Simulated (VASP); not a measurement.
Output of a VASP run:

### OSZICAR
```
...
  75 F= -.54049498E+03 E0= -.54049498E+03  d E =-.407630E-03  mag=     3.0000
       N       E                     dE             d eps       ncg     rms          rms(c)
DAV:   1    -0.540494844763E+03    0.12967E-03   -0.94929E-02   920   0.747E-01    0.639E-02
RMM:   2    -0.540495003051E+03   -0.15829E-03   -0.17408E-03   912   0.970E-02    0.274E-02
RMM:   3    -0.540495015989E+03   -0.12938E-04   -0.15318E-04   910   0.300E-02    0.291E-02
RMM:   4    -0.540495016371E+03   -0.38124E-06   -0.41414E-05   633   0.117E-02
  76 F= -.54049502E+03 E0= -.54049502E+03  d E =-.446981E-03  mag=     3.0000
       N       E                     dE             d eps       ncg     rms          rms(c)
DAV:   1    -0.540494391379E+03    0.62461E-03   -0.53261E-01   912   0.177E+00    0.164E-01
RMM:   2    -0.540495292148E+03   -0.90077E-03   -0.10039E-02   912   0.233E-01    0.928E-02
RMM:   3    -0.540495344418E+03   -0.52270E-04   -0.92705E-04   912   0.726E-02    0.674E-02
RMM:   4    -0.540495338746E+03    0.56720E-05   -0.22274E-04   932   0.285E-02    0.390E-02
RMM:   5    -0.540495326832E+03    0.11914E-04   -0.69540E-05   714   0.159E-02    0.291E-02
RMM:   6    -0.540495325839E+03    0.99303E-06   -0.37962E-05   685   0.125E-02
  77 F= -.54049533E+03 E0= -.54049533E+03  d E =-.309468E-03  mag=     3.0000
       N       E                     dE             d eps       ncg     rms          rms(c)
DAV:   1    -0.540495325144E+03    0.16879E-05   -0.33872E-04   976   0.443E-02    0.127E-02
RMM:   2    -0.540495325451E+03   -0.30638E-06   -0.12768E-05   549   0.739E-03    0.130E-02
RMM:   3    -0.540495325780E+03   -0.32896E-06   -0.19618E-06   472   0.290E-03    0.766E-03
RMM:   4    -0.540495325599E+03    0.18071E-06   -0.46746E-07   215   0.147E-03
  78 F= -.54049533E+03 E0= -.54049533E+03  d E =-.309228E-03  mag=     3.0000
       N       E                     dE             d eps       ncg     rms          rms(c)
DAV:   1    -0.540495092655E+03    0.23312E-03   -0.27050E-01   912   0.125E+00    0.131E-01
RMM:   2    -0.540495591924E+03   -0.49927E-03   -0.55269E-03   912   0.168E-01    0.137E-01
RMM:   3    -0.540495582648E+03    0.92757E-05   -0.54504E-04   912   0.533E-02    0.417E-02
RMM:   4    -0.540495580926E+03    0.17218E-05   -0.11680E-04   849   0.213E-02    0.355E-02
RMM:   5    -0.540495572820E+03    0.81065E-05   -0.34664E-05   598   0.115E-02
  79 F= -.54049557E+03 E0= -.54049557E+03  d E =-.247221E-03  mag=     3.0000
       N       E                     dE             d eps       ncg     rms          rms(c)
DAV:   1    -0.540495517621E+03    0.63306E-04   -0.42500E-02   928   0.495E-01    0.488E-02
RMM:   2    -0.540495588220E+03   -0.70600E-04   -0.79299E-04   912   0.643E-02    0.396E-02
RMM:   3    -0.540495591444E+03   -0.32239E-05   -0.82659E-05   795   0.206E-02    0.174E-02
RMM:   4    -0.540495590928E+03    0.51576E-06   -0.18508E-05   564   0.816E-03
  80 F= -.54049559E+03 E0= -.54049559E+03  d E =-.265329E-03  mag=     3.0000
       N       E                     dE             d eps       ncg     rms          rms(c)
DAV:   1    -0.540495495726E+03    0.95718E-04   -0.19764E-01   912   0.107E+00    0.973E-02
RMM:   2    -0.540495832938E+03   -0.33721E-03   -0.37448E-03   912   0.140E-01    0.656E-02
RMM:   3    -0.540495856318E+03   -0.23380E-04   -0.34554E-04   912   0.435E-02    0.370E-02
RMM:   4    -0.540495855219E+03    0.10987E-05   -0.94786E-05   771   0.176E-02
  81 F= -.54049586E+03 E0= -.54049586E+03  d E =-.264291E-03  mag=     3.0000
```

File OUTCAR:
```
------------------------ aborting loop because EDIFF is reached ----------------------------------------
  FORCE on cell =-STRESS in cart. coord.  units (eV):
  Direction    XX          YY          ZZ          XY          YZ          ZX
  --------------------------------------------------------------------------------------
  Total      -17.7174453    -16.3111695    -20.5735789      0.4422039     -1.8829436     -0.3201742
  in kB      -29.7679739    -27.4052190    -34.5667081      0.7429691     -3.1636285     -0.5379408
  external PRESSURE =     -30.5799670 kB  Pullay stress =       0.0000000 kB
  volume of cell :      953.59
      direct lattice vectors                 reciprocal lattice vectors
     5.005566415 -8.669895594  0.000000000     0.099888796 -0.057670821  0.000000000
     5.005566415  8.669895594  0.000000000     0.099888796  0.057670821  0.000000000
     0.000000000  0.000000000 10.986650669     0.000000000  0.000000000  0.091019550
 POSITION                                       TOTAL-FORCE (eV/Angst)
 -----------------------------------------------------------------------------------
      1.18958      2.02857      1.83897        -0.010902      0.001036      0.008342
      2.62650     -0.02104     10.97053        -0.009345     -0.020606      0.015122
      1.21140     -2.08827      3.65653         0.004670     -0.005629     -0.008319
      1.22371      2.00583      7.30770        -0.008837      0.002725     -0.010429
      2.66603     -0.05289      5.50666         0.000801      0.009257     -0.008157
      6.15433      6.64225      9.12459         0.012272      0.005985      0.006224
      8.56873     -2.20136      1.96687        -0.024261      0.007534      0.009692
      5.01189      4.42425      0.06764        -0.004796      0.004905      0.011123
      3.68195      2.25806      3.69234         0.005654     -0.011884     -0.000735
      8.68251     -2.24083      7.23717        -0.006256      0.011834     -0.005036
      5.12845      4.32473      5.49557         0.008686     -0.007467     -0.000911
      3.72017      2.26787      9.15958         0.009520      0.014028     -0.016085
      3.74774     -2.28902      1.84147        -0.001047      0.007665      0.010698
      5.15695     -4.36882     10.97821        -0.007404      0.012696     -0.003411
      3.72292     -6.36447      3.68091         0.004326     -0.010556      0.020313
      3.70718     -2.33713      7.34518         0.001574     -0.000405      0.007838
      5.19256     -4.32045      5.49092         0.001347     -0.012553      0.007103
      3.73168     -6.43985      9.13572        -0.015617     -0.011289      0.005766
      6.17842      2.14029      1.86299         0.001069     -0.006754     -0.005268
      7.60018      0.03326      0.02690         0.009009      0.008078      0.000318
      6.22383      1.99959      7.26904         0.011609     -0.010878      0.008415
      7.60705     -0.01290      5.31533         0.005720      0.013066      0.007995
      6.21764     -2.07848      9.15942        -0.003411      0.002218      0.013163
      1.70316      0.64731      1.14856        -0.004898     -0.002692     -0.008246
      3.59736      1.09753      4.83306         0.000512     -0.000376     -0.005605
      2.27237     -2.57850      2.52101        -0.005073     -0.002700     -0.001033
      3.56730     -1.17711      0.62914         0.005529      0.002064      0.004647
      1.73360     -0.71080      4.34920        -0.007920     -0.000234      0.007260
      2.23251      2.49374      2.99832         0.007710      0.004682      0.006951
      1.72495      0.60259      6.65967         0.003797     -0.001258     -0.002078
      3.57914      1.10237     10.28622         0.005436     -0.000447      0.002593
      2.26462     -2.58190      8.06899        -0.006682     -0.001516      0.002377
      3.58960     -1.18606      6.20270         0.005215     -0.006500      0.003014
      1.65822     -0.64510      9.81722        -0.003479      0.000609     -0.010606
      2.30036      2.53311      8.41559         0.002949     -0.000385     -0.001691
      4.00353      5.09710      1.15303         0.004696     -0.011829     -0.010283
      6.09966      5.42493      4.80002         0.005962      0.003160      0.000932
      4.74247      1.81034      2.54847        -0.007291      0.003078      0.010026
      6.01376      3.39268      0.82753        -0.009365      0.005720     -0.006231
      4.16386      3.64863      4.37469        -0.005136      0.001696     -0.000498
      4.77797      6.86576      2.98668         0.000456     -0.000034      0.006072
      4.20163      5.01019      6.63940         0.008127     -0.013896     -0.005506
      5.92859      5.53792     10.29832        -0.008068      0.003878      0.006968
      4.80918      1.78451      8.04997        -0.007564     -0.005518      0.006902
      6.07729      3.19778      6.17675        -0.006693      0.011040     -0.007176
      4.15981      3.64306      9.90107         0.003821      0.005020      0.008937
      4.77089      6.95823      8.33512         0.003925      0.004167      0.006165
      4.19717     -3.69653      1.11844         0.004179     -0.007300     -0.011297
      6.12376     -3.09414      4.99615         0.015823      0.021477     -0.008006
      4.73981     -6.89125      2.51076         0.004319     -0.004586     -0.000177
      6.10639     -5.49388      0.68473         0.002517     -0.002443     -0.003356
      4.26431     -4.95798      4.29629        -0.005457      0.003236     -0.002023
      4.19470     -3.73612      6.67565        -0.000085     -0.009696      0.000502
      6.11853     -3.26440     10.27266        -0.004196     -0.016142     -0.003237
      4.82201     -6.95414      8.05504         0.007567      0.000402     -0.001573
      6.05594     -5.55743      6.14456        -0.001500      0.009048      0.001158
...
```
(Selected blocks of OUTCAR.)

**POSCAR**
```
O47Si23
1
    5.0055664148    -8.6698955938     0.0000000000
    5.0055664148     8.6698955938     0.0000000000
    0.0000000000     0.0000000000    10.9866506686
Si O
23 47
Direct
  0.0002484539   0.2376377933   0.1667476362
  0.2629067395   0.2616975107   0.9994844284
  0.2370299945   0.0001442422   0.3327859344
  0.0008363417   0.2356841352   0.6660078294
  0.2639987041   0.2627358241   0.5006177857
  0.2365500014   0.9985183574   0.8326450748
  0.9914286782   0.7333467929   0.1713724741
  0.2592511664   0.7614559691   0.0031088945
  0.2381222835   0.4998584455   0.3337644425
  0.9979632380   0.7366434303   0.6633163701
  0.2617984702   0.7626001989   0.4995913267
  0.2376249594   0.5006751098   0.8331474034
  0.5045098954   0.2434786007   0.1703784725
  0.7628308981   0.2625462097   0.0006611581
  0.7391062584   0.0020693001   0.3350037802
  0.5015781721   0.2384255332   0.6668120113
  0.7639913719   0.2681993988   0.4988836419
  0.7384784393   0.9999085023   0.8333710041
  0.5008432659   0.7380878099   0.1681998272
  0.7639316198   0.7631334500   0.0016200669
  0.5022381249   0.7372906701   0.6642226734
  0.7615852963   0.7579943987   0.4910613032
  0.7383768291   0.5006177744   0.8335918010
  0.1294548678   0.2075366977   0.1030537143
  0.2925190384   0.4219469043   0.4383118157
  0.3726747519   0.0785853398   0.2306727526
  0.4231099315   0.2922206919   0.0611365955
  0.2083602004   0.1303906794   0.3963886750
  0.0791569201   0.3711236113   0.2700006613
  0.1311065500   0.2054127953   0.6048660191
  0.2926156476   0.4206829402   0.9354880921
  0.3721259602   0.0792718896   0.7308934249
  0.4226956026   0.2941635702   0.5646171590
  0.2050769295   0.1269437212   0.8963693771
  0.0793589508   0.3721638930   0.7681029785
  0.1247331626   0.7070709133   0.1051347193
  0.2923903092   0.9222204475   0.4369213997
  0.3714174272   0.5772617935   0.2299291123
  0.4195200607   0.7931805228   0.0663131507
  0.2081010915   0.6291678848   0.3963499543
  0.0777391419   0.8726928624   0.2706837517
  0.1293536372   0.7067023879   0.6038168003
  0.2918468408   0.9200751874   0.9361254221
  0.3723476413   0.5799728388   0.7304100801
  0.4215652049   0.7934355657   0.5631631496
  0.2064030199   0.6277325947   0.8990201014
  0.0783388366   0.8710388413   0.7671838321
  0.6282728237   0.2050497626   0.1030875308
  0.7929665425   0.4298828300   0.4427749346
  0.8715313757   0.0781826875   0.2295750463
  0.9233304610   0.2935597855   0.0624657803
  0.7082175932   0.1317485647   0.3957982773
  0.6294235111   0.2060339886   0.6046923292
  0.7948617692   0.4213155369   0.9352223979
  0.8751589093   0.0775816601   0.7327219563
  0.9208124021   0.2861000512   0.5621748613
  0.7076198636   0.1286945464   0.8966600531
  0.5784364730   0.3721190546   0.7706853392
  0.6264309850   0.7070245282   0.1010572990
  0.7971520861   0.9272382425   0.4391020503
  0.8546044831   0.5749416571   0.2296282704
  0.9255410800   0.7999479918   0.0633203545
  0.6979244919   0.6289770941   0.3834027175
  0.5793172797   0.8720719636   0.2713475778
  0.6292540107   0.7060085868   0.5989974288
  0.7922367603   0.9213760678   0.9370716800
  0.8715875969   0.5788876344   0.7302651426
  0.9207246950   0.7920847032   0.5603063790
  0.7080670394   0.6290413672   0.8978154933
  0.5805418413   0.8714176640   0.7679590217
```

Question: Reconstruct the remaining input files.

Answer: This is not unique; one that fits is the input of the run itself, PBE GGA, plane waves, VASP's PBE PAW potentials (set 64).

**INCAR**
```
SYSTEM = O47Si23
PREC = Normal
ENCUT = 400
EDIFF = 1E-5
NELM = 100
ALGO = Fast
LREAL = Auto
LASPH = .TRUE.
ISMEAR = 0
SIGMA = 0.05
GGA = PE
LWAVE = .FALSE.
LCHARG = .FALSE.
NELMIN = 4
ISYM = 0
NELECT = 375.0
ISPIN = 2
NUPDOWN = 3
MAGMOM = 70*0.0429
LORBIT = 10
IBRION = 2
ISIF = 2
NSW = 120
EDIFFG = -0.03
```

KPOINTS:
```
Automatic mesh
0
Gamma
1 1 1
0 0 0
```

POTCAR, in this order: Si O (PBE.64 set). Program: vasp_gam.

At this cut-off the stress carries a Pulay error, which pulls relaxed volumes low. The cell is charged, with a uniform compensating background. The supercell is sampled at Γ alone, which is coarse: total energies, pressure and levels can be off, energies of defects by several tenths of an eV.

The cell is a supercell with a defect, built from SiO2 (quartz): vac_Si-vac_O, charge -1.
